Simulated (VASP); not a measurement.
Input:

```
Pt
1.0
    0.00000     1.96655     1.96655
    1.96655     0.00000     1.96655
    1.96655     1.96655     0.00000
Pt
1
Direct
  0.00000   0.00000   0.00000
```

Computed with r2SCAN+rVV10, VASP's PBE PAW potentials (set 64) (plane waves; VASP 6.6.1). Run with 400 eV cut-off, 18×18×18 Γ-centred mesh, tetrahedra with Blöchl corrections, potentials Pt.

Unless said otherwise, spin-orbit coupling is left out, though it shifts the bands of the heavy elements here.

Problem. What does the run give for the energy per atom (σ→0), band gap (over mesh and band path) with the smallest direct gap where there is one?

Solution. 
The band gap (over mesh and band path) is none (metal, semimetal or under 0.01 eV). The energy per atom (σ→0) is -51347 meV/atom.

Only differences to runs with the same potentials and settings are physical.

The structure comes from a measured Pt entry (Fm-3m) of the Crystallography Open Database, whose conditions weren't checked. It was relaxed first.
